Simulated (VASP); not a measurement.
An input for Ansatz (written as the equivalent of a VASP run, and not itself run):

Ansatz 0.2 input:
```yaml
crystal:
  lattice:
    - [0.0000000, 3.5852350, 3.5852350]
    - [3.5852350, 0.0000000, 3.5852350]
    - [3.5852350, 3.5852350, 0.0000000]
  atoms:
    - { symbol: Ca, position: [0.7500000, 0.7500000, 0.7500000] }
    - { symbol: Ca, position: [0.2500000, 0.2500000, 0.2500000] }
    - { symbol: Si, position: [0.0000000, 0.0000000, 0.0000000] }
kpoints:
  mp_grid: { grid: [8, 8, 8] }
hamiltonian:
  xc: lda
  pseudopotentials: { kind: paw }
scf:
  occupations: { method: gaussian, width: 0.01 }
  max_iter: 100
output: { forces: true, stress: true, eigenvalues: true }
```

Translate this input to VASP (INCAR, KPOINTS, POSCAR, choice of POTCAR).

One answer among several that fit: 
**POSCAR**
```
Ca2Si
1
    0.0000000000     3.5852350000     3.5852350000
    3.5852350000     0.0000000000     3.5852350000
    3.5852350000     3.5852350000     0.0000000000
Ca Si
2 1
Direct
  0.7500000000   0.7500000000   0.7500000000
  0.2500000000   0.2500000000   0.2500000000
  0.0000000000   0.0000000000   0.0000000000
```

### KPOINTS
```
Automatic mesh
0
Gamma
8 8 8
0 0 0
```

**INCAR**
```
# general
SYSTEM  =  Ca2Si
PREC    =  Accurate
ENCUT   =  300   # plane-wave cut-off (eV)
LREAL   =  F   # projection in real space or not
LASPH   =  T

# electronic loop
EDIFF   =  1E-6   # SCF stop (eV)
NELM    =  100
ALGO    =  Normal

# smearing
ISMEAR  =  0   # Gaussian
SIGMA   =  0.01

# ions
ISIF    =  2

# output
LWAVE   =  F
LCHARG  =  F
```

POTCAR, in this order: Ca_sv Si (LDA.64 set). Program: vasp_std.

What does not carry over: each code has its own PAW files, so the cut-off isn't converted (ENCUT is set for VASP's; basis.ecutwfc is left out, and Ansatz then takes the one that its files recommend); Ansatz stops its SCF on the density residual and VASP on the energy change (EDIFF); Ansatz's lda is the Perdew-Wang form, while the LDA potentials of VASP carry Perdew-Zunger's.

The structure comes from a computed database's Ca2Si entry (Fm-3m); how it stands against other phases isn't given here. The cell was not relaxed at this level. The run is one of a series of settings (GGA removed, POTCAR Ca_sv Si (LDA.64 set) against the base run), some of them coarse on purpose.
